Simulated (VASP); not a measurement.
Data:

```xyz
5
Lattice="4.2135 0.0000 0.0000 0.0000 4.2135 0.0000 0.0000 0.0000 4.2135" Properties=species:S:1:pos:R:3 pbc="T T T"
Ba     0.0000     0.0000     0.0000
Zr     2.1068     2.1068     2.1068
O      2.1068     0.0000     2.1068
O      0.0000     2.1068     2.1068
O      2.1068     2.1068     0.0000
```

Calculation: rev-vdW-DF2, VASP's PBE PAW potentials (set 64) (plane waves; VASP). Run with 520 eV cut-off, 6×6×6 Γ-centred mesh, tetrahedra with Blöchl corrections, potentials Ba_sv Zr_sv O.

The cores are frozen, which limits the accuracy of field gradients.

Q: Give the principal components of the electric field gradient (V/Å²) and the asymmetry η at each nucleus.

A: 
```json
[
 {"atom": "Ba1", "Vxx": "0.0", "Vyy": "0.0", "Vzz": "0.0", "η": "-"},
 {"atom": "Zr2", "Vxx": "0.0", "Vyy": "0.0", "Vzz": "0.0", "η": "-"},
 {"atom": "O3", "Vxx": "7.7", "Vyy": "7.7", "Vzz": "-15.4", "η": "0.00"},
 {"atom": "O4", "Vxx": "7.7", "Vyy": "7.7", "Vzz": "-15.4", "η": "0.00"},
 {"atom": "O5", "Vxx": "7.7", "Vyy": "7.7", "Vzz": "-15.4", "η": "0.00"}
]
```

The compound is BaZrO3 in the cubic perovskite structure. It was relaxed first.
